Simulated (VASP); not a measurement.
A run of VASP 6.6.1:

The input INCAR:

```
SYSTEM = TaRu
ALGO = Fast
EDIFF = 1E-7
ENCUT = 520
GGA = PS
ISIF = 2
ISMEAR = 0
LASPH = .TRUE.
LCHARG = .FALSE.
LREAL = .FALSE.
LWAVE = .FALSE.
NBANDS = 20
NELM = 100
PREC = Accurate
SIGMA = 0.15
```

The input KPOINTS:

```
k-points
0
G
  18 18 12
  0 0 0
```

File POSCAR:

```
TaRu
1.0
    1.6541220000     -1.9903710500      0.0000000000
    1.6541220000      1.9903710500      0.0000000000
    0.0000000000      0.0000000000      4.1624230000
Ta Ru
1 1
Direct
    0.5000000000      0.5000000000      0.5000000000
    0.0000000000      0.0000000000      0.0000000000
```

Potentials or basis: VASP PAW PBE potentials, release 64 (Ta_pv, Ru_pv).

Launch:

```console
$ cat potpaw_PBE.64/Ta_pv/POTCAR potpaw_PBE.64/Ru_pv/POTCAR > POTCAR
$ mpirun -np 1 vasp_std > vasp.out
```

Hardware: 1 thread of Intel(R) Xeon(R) Platinum 8259CL CPU @ 2.50GHz (Skylake/Cascade Lake), on a shared host.

Task: Estimate the wall time of this run.

Result: Wall time 4.8 min on 1 thread of Intel(R) Xeon(R) Platinum 8259CL CPU @ 2.50GHz (Skylake/Cascade Lake) (shared host), peak memory 0.43 GiB. Counts: scf iterations 16, k points 637.
